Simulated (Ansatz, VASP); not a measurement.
**Si in VASP and in Ansatz**

```xyz
2
Lattice="0.0000 2.7074 2.7074 2.7074 0.0000 2.7074 2.7074 2.7074 0.0000" Properties=species:S:1:pos:R:3 pbc="T T T"
Si    1.3537    1.3537    1.3537
Si    0.0000    0.0000    0.0000
```

Alike in both runs: task single point; functional PBE; k mesh 6 × 6 × 6; no spin polarisation.

```csv
,VASP,Ansatz
version,VASP 6.6.1,Ansatz 0.2.0
potentials or method,"VASP PAW PBE potentials, release 64 (Si)","plane waves, PAW"
plane-wave cutoff (eV),520,420
occupations,"gaussian, width 0.01 eV",fixed
valence electrons in the cell,8,8
```

|  | VASP | Ansatz | Ansatz less VASP |
| --- | --- | --- | --- |
| gap on the k mesh at the Fermi level (eV) | 0.69 | 0.69 | -0.002 |
| pressure (GPa) | 2.9 | 3.0 | +0.08 |

A k mesh can miss the band edges. A hybrid or GW would open this gap; PBE tends to underestimate it.
